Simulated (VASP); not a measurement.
These are PBEsol GGA, VASP's PBE PAW potentials (set 64) (plane waves; VASP) values and carry that method's errors.

The input files of a VASP run:

**POSCAR**
```
Rh
2.6806190
  0.9999999672  -0.0000000009   0.0000000000
 -0.4999997987   0.8660253252   0.0000000000
  0.0000000000   0.0000000000   1.6177050387
Rh
2
Direct
  0.3333330000   0.6666670000   0.2500000000
  0.6666670000   0.3333330000   0.7500000000
```

**INCAR**
```
ALGO = Normal
EDIFF = 1E-7
ENCUT = 400
GGA = PS
ISIF = 2
ISMEAR = -5
LASPH = .True.
LCHARG = .True.
LMAXMIX = 4
LORBIT = 11
LREAL = .False.
LWAVE = .False.
NEDOS = 601
NELM = 100
PREC = Accurate
SYSTEM = Rh
```

**KPOINTS**
```
Regular mesh
0
G
  17 17 10
0 0 0
```

POTCAR, in this order: Rh_pv (PBE.64 set). Program: vasp_std.

Output

**OSZICAR**
```
       N       E                     dE             d eps       ncg     rms          rms(c)
DAV:   1     0.280328218617E+03    0.28033E+03   -0.17191E+04  7636   0.154E+03
DAV:   2    -0.108279197058E+02   -0.29116E+03   -0.28335E+03  7864   0.471E+02
DAV:   3    -0.173732489103E+02   -0.65453E+01   -0.64383E+01  8143   0.790E+01
DAV:   4    -0.174196151345E+02   -0.46366E-01   -0.46419E-01  8252   0.680E+00
DAV:   5    -0.174202702104E+02   -0.65508E-03   -0.65610E-03  8202   0.842E-01    0.165E+01
DAV:   6    -0.162445771826E+02    0.11757E+01   -0.35802E+00  7983   0.202E+01    0.531E+00
DAV:   7    -0.162003591492E+02    0.44218E-01   -0.86639E-02  8256   0.256E+00    0.230E+00
DAV:   8    -0.161923060149E+02    0.80531E-02   -0.12384E-02  7917   0.145E+00    0.484E-01
DAV:   9    -0.161915864369E+02    0.71958E-03   -0.64694E-04  8097   0.338E-01    0.416E-02
DAV:  10    -0.161915919797E+02   -0.55428E-05   -0.69419E-06  8386   0.271E-02    0.102E-02
DAV:  11    -0.161915922095E+02   -0.22974E-06   -0.15230E-06  8058   0.134E-02    0.161E-03
DAV:  12    -0.161915925503E+02   -0.34083E-06   -0.54528E-08  4494   0.287E-03    0.190E-04
DAV:  13    -0.161915925970E+02   -0.46743E-07   -0.38664E-09  4035   0.581E-04
   1 F= -.16191593E+02 E0= -.16191593E+02  d E =0.000000E+00
```

**OUTCAR**
```
------------------------ aborting loop because EDIFF is reached ----------------------------------------
  FORCE on cell =-STRESS in cart. coord.  units (eV):
  Direction    XX          YY          ZZ          XY          YZ          ZX
  --------------------------------------------------------------------------------------
  Total        0.0755463      0.0755463     -0.1874717      0.0000000     -0.0000000      0.0000000
  in kB        4.4852711      4.4852705    -11.1304081      0.0000010     -0.0000000      0.0000000
  external PRESSURE =      -0.7199555 kB  Pullay stress =       0.0000000 kB
  volume of cell :       26.99
      direct lattice vectors                 reciprocal lattice vectors
     2.680618912 -0.000000003  0.000000000     0.373048178  0.215379399  0.000000000
    -1.340308960  2.321483941  0.000000000     0.000000000  0.430758957  0.000000000
     0.000000000  0.000000000  4.336450863     0.000000000  0.000000000  0.230603328
 POSITION                                       TOTAL-FORCE (eV/Angst)
 -----------------------------------------------------------------------------------
     -0.00000      1.54766      1.08411         0.000000     -0.000000      0.000000
      1.34031      0.77383      3.25234         0.000000      0.000000      0.000000
 -----------------------------------------------------------------------------------
    total drift:                               -0.000486      0.000281     -0.000046
  FREE ENERGIE OF THE ION-ELECTRON SYSTEM (eV)
  ---------------------------------------------------
  free  energy   TOTEN  =       -16.1915925970 eV

  energy  without entropy=      -16.1915925970  energy(sigma->0) =      -16.19159260

 total charge

# of ion       s       p       d       tot
------------------------------------------
    1        0.413   6.319   7.079  13.811
    2        0.413   6.319   7.079  13.811
--------------------------------------------------
tot          0.827  12.638  14.158  27.623
```
(Selected blocks of OUTCAR.)

For a metal the tetrahedron method with Blöchl corrections gives inexact stress and forces.

The structure was generated: Rh was put into the hcp type (P6_3/mmc), which need not be its known phase. It was relaxed first.
